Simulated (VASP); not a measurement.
InGaO2, 16 atoms in the cell. The structure is tetragonal, space group P4_12_12 (No. 92). The conventional cell has a = 5.724 Å, b = 5.724 Å, c = 8.383 Å, α = 90.00°, β = 90.00°, γ = 90.00°. Around In (site symmetry 2) lie 2 O at 2.39 Å. Around Ga (site symmetry 2) lie 4 O at 1.87 to 1.89 Å. O (site symmetry 1) has 2 Ga at 1.87 to 1.89 Å as nearest neighbours. The cell was built by a generator and needn't be a form met in nature.

- Program: VASP 6.6.1
- Task: density of states
- Functional: PBE
- Potentials or basis: VASP PAW PBE potentials, release 64 (In_d, Ga_d, O)
- Cutoff: 520 eV
- k mesh: 4 × 4 × 4
- Occupations: gaussian, width 0.03 eV
- Spin: no spin polarisation
- k mesh for the DOS: 6 × 6 × 6
- Occupations for the DOS: tetrahedron
- Further INCAR settings: ALGO = Fast; EDIFF = 1e-06; NBANDS = 90

Potentials or basis: VASP PAW PBE potentials, release 64 (In_d, Ga_d, O).

Launch:

```console
$ cat potpaw_PBE.64/In_d/POTCAR potpaw_PBE.64/Ga_d/POTCAR potpaw_PBE.64/O/POTCAR > POTCAR
$ cp INCAR.step1 INCAR
$ cp KPOINTS.step1 KPOINTS
$ mpirun -np 8 vasp_std > vasp.out
$ cp INCAR.step2 INCAR
$ cp KPOINTS.step2 KPOINTS
$ mpirun -np 8 vasp_std > vasp.out
```

Hardware: 8 MPI ranks on AMD EPYC 7R13 Processor (Zen 3) (shared host).

Q: Estimate the wall time of this run.

A: Run time: 15 min on 8 MPI ranks on AMD EPYC 7R13 Processor (Zen 3), on a shared host, peak memory 0.84 GiB a rank. Counts: scf iterations 27, k points 40.
